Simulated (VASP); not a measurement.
Input:

```
CaC2
1.0
    3.87625     0.00000     0.00000
    1.84964     3.53935     0.00000
    0.41179     1.00694     7.21993
Ca C
2 4
Direct
  0.22555   0.98060   0.75247
  0.77445   0.01940   0.24753
  0.13145   0.40051   0.06016
  0.86855   0.59949   0.93984
  0.44816   0.63441   0.43396
  0.55184   0.36559   0.56604
```

All values below come from LDA (Ceperley-Alder, Perdew-Zunger), VASP's LDA PAW potentials (set 64) (plane waves; VASP 6.6.1). Run with 400 eV cut-off, 7×6×3 Γ-centred mesh, Gaussian smearing of 0.010 eV, potentials Ca_sv C.

Question: Give the energies of bands 11 to 21 at the high-symmetry points, in eV from the valence-band maximum.

Answer: 
```
band      Γ      X      Z     T2     V2
----  -----  -----  -----  -----  -----
11    -4.12  -3.63  -4.01  -3.66  -3.70
12    -2.18  -3.14  -2.97  -3.40  -3.06
13    -2.00  -2.20  -2.17  -2.13  -2.69
14    -1.46  -1.97  -1.74  -2.02  -1.40
15    -1.01  -1.39  -1.04  -1.00  -1.20
16    -0.50  -1.17  -0.89  -0.94  -1.06
17    -0.34  -0.57  -0.86  -0.39  -0.80
18    -0.19  -0.19  -0.28  -0.34  -0.19
19     2.65   3.58   3.01   3.01   2.81
20     3.87   4.47   4.89   4.47   3.94
21     4.64   4.62   5.08   5.28   5.46
```

The gap is indirect, 2.17 eV, from the valence maximum at (-0.14, 0.17, 0.33) to the conduction minimum at R2.

The structure comes from a computed database's CaC2 entry; how it stands against other phases isn't given here. The cell was not relaxed at this level.
